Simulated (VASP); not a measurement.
# BaZn (Pm-3m) in VASP: single point with LDA

Aim: the single point of BaZn with LDA.

Program: VASP 6.6.1. These are calculated values, not measurements. Logs are shortened: lines on timing, memory, paths and dates and some standing lists are left out, and cuts for length are marked.

## (1) The crystal as given

It takes space group Pm-3m (No. 221, cubic). The conventional cell has a = 4.079 Å, b = 4.079 Å, c = 4.079 Å, α = 90.00°, β = 90.00°, γ = 90.00°. Ba (site symmetry m-3m) is surrounded by 8 Zn at 3.53 Å. Zn (site symmetry m-3m) is surrounded by 8 Ba at 3.53 Å.

The cell comes from a database or a generator and needn't be the stable form of this composition.

## (2) Single point, LDA

Input file INCAR:

```
  PREC = Accurate
  ENCUT = 520
  EDIFF = 1E-6
  ISMEAR = -1
  SIGMA = 0.15
  LREAL = F
  LASPH = T
  NELM = 100
  ALGO = Normal
  ISIF = 2
  LWAVE = F
  LCHARG = F
  GGA = CA
  NBANDS = 18
```

Input file KPOINTS:

```
Automatic mesh
0
Gamma
  5 5 5
```

Input file POSCAR:

```
BaZn
1.0
    4.0785133400      0.0000000000      0.0000000000
    0.0000000000      4.0785133400      0.0000000000
    0.0000000000      0.0000000000      4.0785133400
Ba Zn
1 1
Direct
    0.0000000000      0.0000000000      0.0000000000
    0.5000000000      0.5000000000      0.5000000000
```

Potentials or basis: VASP PAW LDA potentials, release 64 (Ba_sv, Zn).

Launch:

```
$ cat potpaw_LDA.64/Ba_sv/POTCAR potpaw_LDA.64/Zn/POTCAR > POTCAR
$ mpirun -np 1 vasp_std > vasp.out
```

OUTCAR:

```text
PREC = Accurate
   ENCUT = 520
   EDIFF = 1E-6
   ISMEAR = -1
   LREAL = F
   LASPH = T
   NELM = 100
   ISIF = 2
   GGA = CA

 ion  position               nearest neighbor table
   1  0.000  0.000  0.000-   2 3.53   2 3.53   2 3.53   2 3.53   2 3.53   2 3.53   2 3.53   2 3.53

   2  0.500  0.500  0.500-   1 3.53   1 3.53   1 3.53   1 3.53   1 3.53   1 3.53   1 3.53   1 3.53

  LATTYP: Found a simple cubic cell.
 ALAT       =     4.0785133400

  Lattice vectors:

 A1 = (   4.0785133400,   0.0000000000,   0.0000000000)
 A2 = (   0.0000000000,   4.0785133400,   0.0000000000)
 A3 = (   0.0000000000,   0.0000000000,   4.0785133400)

Analysis of symmetry for initial positions (statically):
=====================================================================
 Subroutine PRICEL returns:
 Original cell was already a primitive cell.

 Routine SETGRP: Setting up the symmetry group for a
 simple cubic supercell.

 Subroutine GETGRP returns: Found 48 space group operations
 (whereof 48 operations were pure point group operations)
 out of a pool of 48 trial point group operations.

The static configuration has the point symmetry O_h .

Analysis of symmetry for dynamics (positions and initial velocities):
=====================================================================
 Subroutine PRICEL returns:
 Original cell was already a primitive cell.

 Routine SETGRP: Setting up the symmetry group for a
 simple cubic supercell.

 Subroutine GETGRP returns: Found 48 space group operations
 (whereof 48 operations were pure point group operations)
 out of a pool of 48 trial point group operations.

The dynamic configuration has the point symmetry O_h .

 Subroutine INISYM returns: Found 48 space group operations
 (whereof 48 operations are pure point group operations),
 and found     1 'primitive' translations

----------------------------------------------------------------------------------------

                                     Primitive cell

  volume of cell :      67.8431

  direct lattice vectors                    reciprocal lattice vectors
     4.078513340  0.000000000  0.000000000     0.245187380  0.000000000  0.000000000
     0.000000000  4.078513340  0.000000000     0.000000000  0.245187380  0.000000000
     0.000000000  0.000000000  4.078513340     0.000000000  0.000000000  0.245187380

  length of vectors
     4.078513340  4.078513340  4.078513340     0.245187380  0.245187380  0.245187380

  position of ions in fractional coordinates (direct lattice)
     0.000000000  0.000000000  0.000000000
     0.500000000  0.500000000  0.500000000

  ion indices of the primitive-cell ions
   primitive index   ion index
                 1           1
                 2           2

----------------------------------------------------------------------------------------

 KPOINTS: Automatic mesh

Automatic generation of k-mesh.
 Grid dimensions read from file:
 generate k-points for:    5    5    5

 Generating k-lattice:

  Cartesian coordinates                     Fractional coordinates (reciprocal lattice)
     0.049037476  0.000000000  0.000000000     0.200000000  0.000000000  0.000000000
     0.000000000  0.049037476  0.000000000     0.000000000  0.200000000  0.000000000
     0.000000000  0.000000000  0.049037476     0.000000000  0.000000000  0.200000000

  Length of vectors
     0.049037476  0.049037476  0.049037476

  Shift w.r.t. Gamma in fractional coordinates (k-lattice)
     0.000000000  0.000000000  0.000000000

 Subroutine IBZKPT returns following result:
 ===========================================

 Found     10 irreducible k-points:

 Following reciprocal coordinates:
            Coordinates               Weight
  0.000000  0.000000  0.000000      1.000000
  0.200000  0.000000  0.000000      6.000000
  0.400000  0.000000  0.000000      6.000000
  0.200000  0.200000  0.000000     12.000000
  0.400000  0.200000  0.000000     24.000000
  0.400000  0.400000  0.000000     12.000000
  0.200000  0.200000  0.200000      8.000000
  0.400000  0.200000  0.200000     24.000000
  0.400000  0.400000  0.200000     24.000000
  0.400000  0.400000  0.400000      8.000000
   k-points           NKPTS =     10   k-points in BZ     NKDIM =     10   number of bands    NBANDS=     18
   number of dos      NEDOS =    301   number of ions     NIONS =      2
   total plane-waves  NPLWV =  27000
   dimension x,y,z NGX =    30 NGY =   30 NGZ =   30
   dimension x,y,z NGXF=    60 NGYF=   60 NGZF=   60
   ions per type =               1   1
   NGX,Y,Z   is equivalent  to a cutoff of  12.23, 12.23, 12.23 a.u.
   NGXF,Y,Z  is equivalent  to a cutoff of  24.46, 24.46, 24.46 a.u.
 SYSTEM =  unknown system
   PREC   = accura    normal or accurate (medium, high low for compatibility)
   ISTART =      0    job   : 0-new  1-cont  2-samecut
   ICHARG =      2    charge: 1-file 2-atom 10-const
   ISPIN  =      1    spin polarized calculation?
   LNONCOLLINEAR =      F non collinear calculations
   LSORBIT =      F    spin-orbit coupling
   LASPH  =      T    aspherical Exc in radial PAW
   ENCUT  =  520.0 eV  38.22 Ry    6.18 a.u.   7.58  7.58  7.58*2*pi/ulx,y,z
   NELM   =    100;   NELMIN=  2; NELMDL= -5     # of ELM steps
   EDIFF  = 0.1E-05   stopping-criterion for ELM
   LREAL  =      F    real-space projection
   EDIFFG = 0.1E-04   stopping-criterion for IOM
   NSW    =      0    number of steps for IOM
   IBRION =     -1    ionic relax: 0-MD 1-quasi-New 2-CG
   NFREE  =      0    steps in history (QN), initial steepest desc. (CG)
   ISIF   =      2    stress and relaxation
   ISYM   =      2    0-nonsym 1-usesym 2-fastsym
   POTIM  = 0.5000    time-step for ionic-motion
   TEBEG  =    0.0;   TEEND  =   0.0 temperature during run
   PSTRESS=    0.0 pullay stress
   NELECT =      22.0000    total number of electrons
   NUPDOWN=      -1.0000    fix difference up-down
   EMIN   =  10.00;   EMAX   =-10.00  energy-range for DOS
   EFERMI =   0.00;   METHOD = LEGACY
   ISMEAR =    -1;   SIGMA  =   0.15  broadening in eV -4-tet -1-fermi 0-gaus
   EFERMI_NEDOS =   21; number of points for ismear=-14 and -15
   IALGO  =     38    algorithm
   IMIX   =      4    mixing-type and parameters
     AMIX     =   0.40;   BMIX     =  1.00
     AMIX_MAG =   1.60;   BMIX_MAG =  1.00
  volume/ion in A,a.u.               =      33.92       228.91
  Fermi-wavevector in a.u.,A,eV,Ry     =   1.124727  2.125426 17.211521  1.265011
  Thomas-Fermi vector in A             =   2.261400
   LORBIT       =      0    0 simple, 1 ext, 2 COOP (PROOUT), +10 PAW based schemes
   GGA     = CA    functional components
   LHFCALC =     F    Hartree Fock is set to
   AEXX    =    0.0000 exact exchange contribution
   IVDW    =     0    specifies the selected vdW correction
   LEPSILON=     F    determine dielectric tensor
   LRPA    =     F    only Hartree local field effects (RPA)
 non-spin polarized calculation
  energy-cutoff  :      520.00
  volume of cell :       67.84
 maximum number of plane-waves:      1845
 NGX is ok and might be reduce to    30
   NGX = 15   NGY = 15   NGZ = 15

 number of electron      21.9999997 magnetization

 Free energy of the ion-electron system (eV)
  ---------------------------------------------------
  ext. energy  EPLUGINS =         0.00000000
  ---------------------------------------------------
  free energy    TOTEN  =        -4.36016444 eV

  energy without entropy =       -4.22103125  energy(sigma->0) =       -4.29059784

 E-fermi :   1.9781     XC(G=0):  -9.1409

 val. band max:        1.9039101401   @ k =   0.4000   0.4000   0.2000
 cond. band min:       2.1215228453   @ k =   0.2000   0.2000   0.0000
 fundamental gap:      0.2176127052
 Fermi energy:         1.9780688800

 k-point     1 :       0.0000    0.0000    0.0000
  band No.  band energies     occupation
      1     -26.2937      2.00000
      2     -11.2797      2.00000
      3     -11.2797      2.00000
      4     -11.2797      2.00000
      5      -5.1763      2.00000
      6      -5.1763      2.00000
[... 10 lines left out ...]
     17       6.8597      0.00000
     18       6.8597      0.00000

 k-point     2 :       0.2000    0.0000    0.0000
  band No.  band energies     occupation
      1     -26.2782      2.00000
      2     -11.5210      2.00000
      3     -11.2597      2.00000
      4     -11.2597      2.00000
      5      -5.1703      2.00000
      6      -5.1457      2.00000
[... 10 lines left out ...]
     17       8.1166      0.00000
     18       8.1166      0.00000

 k-point     3 :       0.4000    0.0000    0.0000
  band No.  band energies     occupation
      1     -26.2528      2.00000
      2     -11.8753      2.00000
      3     -11.2271      2.00000
      4     -11.2271      2.00000
      5      -5.1606      2.00000
      6      -5.1107      2.00000
[... 10 lines left out ...]
     17       8.1869      0.00000
     18       9.8238      0.00000

 k-point     4 :       0.2000    0.2000    0.0000
  band No.  band energies     occupation
      1     -26.2629      2.00000
      2     -11.5118      2.00000
      3     -11.4701      2.00000
      4     -11.2392      2.00000
      5      -5.1559      2.00000
      6      -5.1299      2.00000
[... 10 lines left out ...]
     17       6.9450      0.00000
     18       9.1663      0.00000

 k-point     5 :       0.4000    0.2000    0.0000
  band No.  band energies     occupation
      1     -26.2379      2.00000
      2     -11.8333      2.00000
      3     -11.4413      2.00000
      4     -11.2055      2.00000
      5      -5.1483      2.00000
      6      -5.1321      2.00000
[... 10 lines left out ...]
     17       7.7840      0.00000
     18       9.2934      0.00000

 k-point     6 :       0.4000    0.4000    0.0000
  band No.  band energies     occupation
      1     -26.2137      2.00000
      2     -11.7696      2.00000
      3     -11.7554      2.00000
      4     -11.1700      2.00000
      5      -5.1624      2.00000
      6      -5.1421      2.00000
[... 10 lines left out ...]
     17       7.6163      0.00000
     18       7.7490      0.00000

 k-point     7 :       0.2000    0.2000    0.2000
  band No.  band energies     occupation
      1     -26.2478      2.00000
      2     -11.4956      2.00000
      3     -11.4462      2.00000
      4     -11.4462      2.00000
      5      -5.1312      2.00000
      6      -5.1312      2.00000
[... 10 lines left out ...]
     17       8.2481      0.00000
     18       8.2481      0.00000

 k-point     8 :       0.4000    0.2000    0.2000
  band No.  band energies     occupation
      1     -26.2232      2.00000
      2     -11.7955      2.00000
      3     -11.4251      2.00000
      4     -11.4071      2.00000
      5      -5.1472      2.00000
      6      -5.1281      2.00000
[... 10 lines left out ...]
     17       8.0275      0.00000
     18       9.9271      0.00000

 k-point     9 :       0.4000    0.4000    0.2000
  band No.  band energies     occupation
      1     -26.1992      2.00000
      2     -11.7380      2.00000
      3     -11.7266      2.00000
      4     -11.3746      2.00000
      5      -5.1529      2.00000
      6      -5.1327      2.00000
[... 10 lines left out ...]
     17       8.3833      0.00000
     18       9.3742      0.00000

 k-point    10 :       0.4000    0.4000    0.4000
  band No.  band energies     occupation
      1     -26.1755      2.00000
      2     -11.6887      2.00000
      3     -11.6790      2.00000
      4     -11.6790      2.00000
      5      -5.1331      2.00000
      6      -5.1154      2.00000
[... 10 lines left out ...]
     17       9.6488      0.00000
     18       9.6488      0.00000

------------------------ aborting loop because EDIFF is reached ----------------------------------------

  FORCE on cell =-STRESS in cart. coord.  units (eV):
  Direction    XX          YY          ZZ          XY          YZ          ZX
  --------------------------------------------------------------------------------------
  -------------------------------------------------------------------------------------
  Total       -0.8612961     -0.8612961     -0.8612961      0.0000000     -0.0000000      0.0000000
  in kB      -20.3403022    -20.3403022    -20.3403022      0.0000000     -0.0000000      0.0000000
  external PRESSURE =     -20.3403022 kB  Pullay stress =       0.0000000 kB

 VOLUME and BASIS-vectors are now :
 -----------------------------------------------------------------------------
  energy-cutoff  :      520.00
  volume of cell :       67.84
      direct lattice vectors                 reciprocal lattice vectors
     4.078513340  0.000000000  0.000000000     0.245187380  0.000000000  0.000000000
     0.000000000  4.078513340  0.000000000     0.000000000  0.245187380  0.000000000
     0.000000000  0.000000000  4.078513340     0.000000000  0.000000000  0.245187380

 POSITION                                       TOTAL-FORCE (eV/Angst)
 -----------------------------------------------------------------------------------
      0.00000      0.00000      0.00000         0.000000      0.000000      0.000000
      2.03926      2.03926      2.03926         0.000000      0.000000      0.000000
 -----------------------------------------------------------------------------------
    total drift:                                0.000000      0.000000      0.000000

  FREE ENERGIE OF THE ION-ELECTRON SYSTEM (eV)
  ---------------------------------------------------
  free  energy   TOTEN  =        -4.3601644357 eV

  energy  without entropy=       -4.2210312477  energy(sigma->0) =       -4.29059784
```

It took 8.9 s on 1 thread of AMD EPYC 7R13 (Zen 3), shared host; peak memory 0.12 GiB.

What came out:

| Item | Value |
| --- | --- |
| Free energy | -4.3602 eV |
| Pressure | -2.0 GPa |
| Band gap on the k mesh | none (metal or under the smearing width) |

Spin-orbit coupling is left out, which matters for the levels of Ba.
